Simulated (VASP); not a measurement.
Output of a VASP run:

**OUTCAR**
```
 ion  position               nearest neighbor table
   1  0.667  0.333  0.379-   6 2.68   6 2.68   6 2.68   4 3.55
   2  0.333  0.667  0.879-   5 2.68   5 2.68   5 2.68   3 3.55
   3  0.333  0.667  0.621-   5 2.68   5 2.68   5 2.68   2 3.55
   4  0.667  0.333  0.121-   6 2.68   6 2.68   6 2.68   1 3.55
   5  0.667  0.333  0.750-   2 2.68   3 2.68   2 2.68   3 2.68   2 2.68   3 2.68
   6  0.333  0.667  0.250-   1 2.68   4 2.68   1 2.68   4 2.68   1 2.68   4 2.68
  LATTYP: Found a hexagonal cell.
 ALAT       =     3.4759193182
 C/A-ratio  =     3.9601438379
 Subroutine PRICEL returns:
 Original cell was already a primitive cell.
 Subroutine GETGRP returns: Found 24 space group operations
The static configuration has the point symmetry D_3d.
 The point group associated with its full space group is D_6h.
The dynamic configuration has the point symmetry D_3d.
 Subroutine INISYM returns: Found 24 space group operations
 Subroutine IBZKPT returns following result:
 Found     28 irreducible k-points:

 Following reciprocal coordinates:
            Coordinates               Weight
  0.000000  0.000000  0.000000      1.000000
  0.100000 -0.000000  0.000000      6.000000
  0.200000 -0.000000  0.000000      6.000000
  0.300000 -0.000000  0.000000      6.000000
  0.400000 -0.000000  0.000000      6.000000
  0.500000 -0.000000  0.000000      3.000000
  0.100000  0.100000  0.000000      6.000000
  0.200000  0.100000  0.000000     12.000000
  0.300000  0.100000  0.000000     12.000000
  0.400000  0.100000  0.000000     12.000000
  0.200000  0.200000  0.000000      6.000000
  0.300000  0.200000  0.000000     12.000000
  0.400000  0.200000  0.000000      6.000000
  0.300000  0.300000  0.000000      6.000000
  0.000000  0.000000  0.333333      2.000000
  0.100000 -0.000000  0.333333     12.000000
  0.200000 -0.000000  0.333333     12.000000
  0.300000 -0.000000  0.333333     12.000000
  0.400000 -0.000000  0.333333     12.000000
  0.500000 -0.000000  0.333333      6.000000
  0.100000  0.100000  0.333333     12.000000
  0.200000  0.100000  0.333333     24.000000
  0.300000  0.100000  0.333333     24.000000
  0.400000  0.100000  0.333333     24.000000
  0.200000  0.200000  0.333333     12.000000
  0.300000  0.200000  0.333333     24.000000
  0.400000  0.200000  0.333333     12.000000
  0.300000  0.300000  0.333333     12.000000
   k-points           NKPTS =     28   k-points in BZ     NKDIM =     28   number of bands    NBANDS=     31
   number of dos      NEDOS =    301   number of ions     NIONS =      6
   total plane-waves  NPLWV =  22680
   dimension x,y,z NGX =    18 NGY =   18 NGZ =   70
   dimension x,y,z NGXF=    36 NGYF=   36 NGZF=  140
   ions per type =               4   2
   PREC   = normal    normal or accurate (medium, high low for compatibility)
   ISTART =      0    job   : 0-new  1-cont  2-samecut
   ICHARG =      2    charge: 1-file 2-atom 10-const
   ISPIN  =      1    spin polarized calculation?
   LNONCOLLINEAR =      F non collinear calculations
   LSORBIT =      F    spin-orbit coupling
   INIWAV =      1    electr: 0-lowe 1-rand  2-diag
   ENCUT  =  400.0 eV  29.40 Ry    5.42 a.u.   5.67  5.67 22.45*2*pi/ulx,y,z
   NELM   =    100;   NELMIN=  4; NELMDL= -5     # of ELM steps
   EDIFF  = 0.1E-04   stopping-criterion for ELM
   LREAL  =      F    real-space projection
   NLSPLINE    = F    spline interpolate recip. space projectors
   LMAXMIX     =    4 max onsite mixed and CHGCAR
   VOSKOWN=      0    Vosko Wilk Nusair interpolation
   EDIFFG = -.3E-01   stopping-criterion for IOM
   NSW    =     20    number of steps for IOM
   NBLOCK =      1;   KBLOCK =     20    inner block; outer block
   IBRION =      2    ionic relax: 0-MD 1-quasi-New 2-CG
   NFREE  =      1    steps in history (QN), initial steepest desc. (CG)
   ISIF   =      2    stress and relaxation
   ISYM   =      2    0-nonsym 1-usesym 2-fastsym
   TEIN   =    0.0    initial temperature
   TEBEG  =    0.0;   TEEND  =   0.0 temperature during run
   SMASS  =  -3.00    Nose mass-parameter (am)
...
```

File OSZICAR:
```
       N       E                     dE             d eps       ncg     rms          rms(c)
DAV:   1     0.362422425934E+03    0.36242E+03   -0.24030E+04  2064   0.123E+03
DAV:   2    -0.206164344874E+02   -0.38304E+03   -0.37456E+03  2197   0.331E+02
DAV:   3    -0.420309127265E+02   -0.21414E+02   -0.21201E+02  2176   0.660E+01
DAV:   4    -0.425612227871E+02   -0.53031E+00   -0.52896E+00  2122   0.104E+01
DAV:   5    -0.425777272469E+02   -0.16504E-01   -0.16500E-01  2308   0.184E+00    0.243E+01
RMM:   6    -0.415413368472E+02    0.10364E+01   -0.52612E+00  1759   0.123E+01    0.900E+00
RMM:   7    -0.412888064022E+02    0.25253E+00   -0.12361E+00  1736   0.451E+00    0.503E+00
RMM:   8    -0.412447434596E+02    0.44063E-01   -0.52485E-01  1752   0.382E+00    0.101E+00
RMM:   9    -0.412459773872E+02   -0.12339E-02   -0.10063E-01  1824   0.145E+00    0.317E-01
RMM:  10    -0.412459400483E+02    0.37339E-04   -0.17706E-02  1855   0.579E-01    0.214E-01
RMM:  11    -0.412458753336E+02    0.64715E-04   -0.49671E-03  1864   0.260E-01    0.749E-02
RMM:  12    -0.412459566276E+02   -0.81294E-04   -0.11042E-03  1828   0.114E-01    0.349E-02
RMM:  13    -0.412459701011E+02   -0.13474E-04   -0.18719E-04  1596   0.491E-02    0.141E-02
RMM:  14    -0.412459726850E+02   -0.25839E-05   -0.46238E-05  1241   0.225E-02
   1 F= -.41245973E+02 E0= -.41245973E+02  d E =-.412460E+02
       N       E                     dE             d eps       ncg     rms          rms(c)
DAV:   1    -0.412594134686E+02   -0.13443E-01   -0.62155E-01  2002   0.289E+00    0.728E-01
RMM:   2    -0.412607986644E+02   -0.13852E-02   -0.23111E-02  1737   0.643E-01    0.341E-01
RMM:   3    -0.412610096717E+02   -0.21101E-03   -0.29115E-03  1771   0.248E-01    0.230E-01
RMM:   4    -0.412610535445E+02   -0.43873E-04   -0.66583E-04  1770   0.120E-01    0.725E-02
RMM:   5    -0.412610460131E+02    0.75314E-05   -0.28241E-04  1815   0.884E-02    0.269E-02
RMM:   6    -0.412610458661E+02    0.14691E-06   -0.43585E-05  1260   0.342E-02
   2 F= -.41261046E+02 E0= -.41261046E+02  d E =-.150732E-01
       N       E                     dE             d eps       ncg     rms          rms(c)
DAV:   1    -0.412619371439E+02   -0.89113E-03   -0.76670E-02  2037   0.101E+00    0.258E-01
RMM:   2    -0.412621117802E+02   -0.17464E-03   -0.28292E-03  1681   0.223E-01    0.118E-01
RMM:   3    -0.412621383509E+02   -0.26571E-04   -0.36282E-04  1557   0.876E-02    0.801E-02
RMM:   4    -0.412621438327E+02   -0.54819E-05   -0.84341E-05  1560   0.431E-02
   3 F= -.41262144E+02 E0= -.41262144E+02  d E =-.161711E-01
```

OUTCAR:
```
------------------------ aborting loop because EDIFF is reached ----------------------------------------
  FORCE on cell =-STRESS in cart. coord.  units (eV):
  Direction    XX          YY          ZZ          XY          YZ          ZX
  --------------------------------------------------------------------------------------
  Total       -0.1623954     -0.1623954     -0.0714296      0.0000000      0.0000000      0.0000000
  in kB       -1.8064826     -1.8064821     -0.7945805      0.0000000      0.0000000      0.0000000
  external PRESSURE =      -1.4691817 kB  Pullay stress =       0.0000000 kB
  volume of cell :      144.03
      direct lattice vectors                 reciprocal lattice vectors
     3.475919318  0.000000000  0.000000000     0.287693674  0.166100043  0.000000000
    -1.737959659  3.010234025  0.000000000     0.000000000  0.332200085  0.000000000
     0.000000000  0.000000000 13.765140469     0.000000000  0.000000000  0.072647279
 POSITION                                       TOTAL-FORCE (eV/Angst)
 -----------------------------------------------------------------------------------
      1.73796      1.00341      5.24005        -0.000000      0.000000     -0.000686
     -0.00000      2.00682     12.12262         0.000000     -0.000000     -0.000686
     -0.00000      2.00682      8.52509         0.000000     -0.000000      0.000686
      1.73796      1.00341      1.64252        -0.000000      0.000000      0.000686
      1.73796      1.00341     10.32386         0.000000     -0.000000     -0.000000
     -0.00000      2.00682      3.44129        -0.000000      0.000000     -0.000000
 -----------------------------------------------------------------------------------
    total drift:                               -0.001382      0.000798     -0.000028
  FREE ENERGIE OF THE ION-ELECTRON SYSTEM (eV)
  ---------------------------------------------------
  free  energy   TOTEN  =       -41.2621438327 eV

  energy  without entropy=      -41.2621438327  energy(sigma->0) =      -41.26214383

 reached required accuracy - stopping structural energy minimisation
```
(Selected blocks of OUTCAR.)

### POSCAR
```
MoTe2
1
    3.4759193182     0.0000000000     0.0000000000
   -1.7379596591     3.0102340255     0.0000000000
    0.0000000000     0.0000000000    13.7651404690
Te Mo
4 2
Direct
  0.6666670000   0.3333330000   0.3790000000
  0.3333330000   0.6666670000   0.8790000000
  0.3333330000   0.6666670000   0.6210000000
  0.6666670000   0.3333330000   0.1210000000
  0.6666670000   0.3333330000   0.7500000000
  0.3333330000   0.6666670000   0.2500000000
```

Problem. Write an INCAR and KPOINTS that could have produced this output.

Solution. Several could match; the one computed here: the input of the run itself, LDA (Ceperley-Alder, Perdew-Zunger), plane waves, VASP's LDA PAW potentials (set 64).

### KPOINTS
```
Automatic mesh
0
Gamma
10 10 3
0 0 0
```

### INCAR
```
SYSTEM = MoTe2
PREC = Normal
ENCUT = 400
EDIFF = 1E-5
NELM = 100
ALGO = Fast
LREAL = .FALSE.
LASPH = .TRUE.
ISMEAR = 0
SIGMA = 0.05
LMAXMIX = 4
LWAVE = .FALSE.
LCHARG = .FALSE.
NELMIN = 4
IBRION = 2
ISIF = 2
NSW = 20
EDIFFG = -0.03
```

POTCAR, in this order: Te Mo_sv (LDA.64 set). Program: vasp_std.

The compound is MoTe2 in the 2H layered structure. This run relaxes the ions in a fixed cell. Symmetry was kept, so distortions that lower it aren't found.
